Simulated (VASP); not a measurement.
An input for Quantum ESPRESSO's pw.x (written as the equivalent of a VASP run, and not itself run):

```
&CONTROL
  calculation = 'scf'
  pseudo_dir = './pseudo'
  outdir = './out'
  tprnfor = .true.
  tstress = .true.
/
&SYSTEM
  ibrav = 0
  nat = 2
  ntyp = 2
  ecutwfc = 92
  occupations = 'smearing'
  smearing = 'gaussian'
  degauss = 0.003675
  input_dft = 'pbe'
/
&ELECTRONS
  conv_thr = 7.3e-08
  electron_maxstep = 100
/
ATOMIC_SPECIES
  Cu 63.546 Cu.upf
  I 126.904 I.upf
CELL_PARAMETERS angstrom
     0.0000000    3.0250000    3.0250000
     3.0250000    0.0000000    3.0250000
     3.0250000    3.0250000    0.0000000
ATOMIC_POSITIONS crystal
  Cu   0.0000000  0.0000000  0.0000000
  I    0.2500000  0.2500000  0.2500000
K_POINTS automatic
  7 7 7 0 0 0
```

**Question.** Write the VASP files for the same calculation (PBE).

**Answer.** One answer among several that fit: 
### POSCAR
```
CuI
1.0
  0.0000000000   3.0250000000   3.0250000000
  3.0250000000   0.0000000000   3.0250000000
  3.0250000000   3.0250000000   0.0000000000
Cu I
1 1
Cart
  0.0000000000   0.0000000000   0.0000000000
  1.5125000000   1.5125000000   1.5125000000
```

### KPOINTS
```
Automatic
0
Monkhorst
 7 7 7
```

**INCAR**
```
! general
SYSTEM   =  CuI
PREC     =  Accurate
ENCUT    =  400   ! plane-wave cut-off (eV)
LREAL    =  .False.   ! projection in real space or not
LASPH    =  .True.

! electronic loop
EDIFF    =  1E-6
NELM     =  100   ! most electronic steps
ALGO     =  Normal   ! blocked Davidson
LMAXMIX  =  4

! smearing
ISMEAR   =  0
SIGMA    =  0.05

! functional
GGA      =  PE   ! PBE

! ions
ISIF     =  2

! output
LWAVE    =  .False.
LCHARG   =  .False.
```

POTCAR, in this order: Cu I (PBE.64 set). Program: vasp_std.

What does not carry over: the potentials are each code's own (VASP's PAW set, PseudoDojo norm-conserving files in pw.x), so ENCUT and ecutwfc are chosen apart and not converted; conv_thr bounds pw.x's estimated SCF error, while EDIFF bounds the energy change between steps.

The compound is CuI in the zinc blende structure. The cell was not relaxed at this level. The run is one of a series of settings (KPOINTS 7×7×7 Monkhorst-Pack mesh against the base run), some of them coarse on purpose.
